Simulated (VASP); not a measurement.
Here is the system:

```yaml
crystal:
  lattice:
    - [4.39706, 0.00000, 0.00000]
    - [-2.19853, 3.80797, 0.00000]
    - [0.00000, 0.00000, 2.46472]
  atoms:
    - { symbol: P, position: [0.00328, 0.00657, 0.00000] }
    - { symbol: P, position: [0.33333, 0.66667, 0.50000] }
    - { symbol: P, position: [0.66667, 0.33333, 0.50000] }
```

These are PBEsol GGA, VASP's PBE PAW potentials (set 64) (plane waves; VASP) values and carry that method's errors. Numerical set-up: 480 eV cut-off, 8×8×12 Γ-centred mesh, first-order Methfessel-Paxton smearing of 0.10 eV, potentials P.

**Question.** Predict the energy per atom (σ→0), band gap (on the k-mesh) with the smallest direct gap where there is one.

**Answer.** 
| Quantity | Value |
|---|---|
| band gap (on the k-mesh) | none (metal, semimetal or under 0.01 eV) |
| energy per atom (σ→0) | -5.220 eV/atom |

The structure was generated: P was put into the omega type (P6/mmm), which need not be its known phase. This cell was strained or had an atom moved on purpose. VASP warned that the highest band is occupied, so more bands are needed.
